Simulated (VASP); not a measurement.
Consider the following.

```xyz
1
Lattice="2.6947 0.0000 0.0000 0.0000 2.6947 0.0000 0.0000 0.0000 2.6947" Properties=species:S:1:pos:R:3 pbc="T T T"
As     0.0000     0.0000     0.0000
```

Level of theory: PBEsol GGA, VASP's PBE PAW potentials (set 64) (plane waves; VASP). Numerical set-up: 400 eV cut-off, Gaussian smearing of 0.050 eV, potentials As.

Q: Give the energies of bands 1 to 5 at the high-symmetry points, in eV from the Fermi level.

A: 
```
band       Γ       X      M      R
----  ------  ------  -----  -----
1     -15.14  -11.95  -8.61  -4.91
2       4.12   -7.11  -4.38  -1.89
3       4.12    6.46  -4.38  -1.89
4       4.12    6.46   2.31  -1.89
5       8.45   11.18   8.67   5.81
```

It has no gap at this level: it comes out as a metal or semimetal.

The structure was generated: As was put into the simple-cubic type (Pm-3m), which need not be its known phase. It was relaxed first, which changed the volume by -9 %.
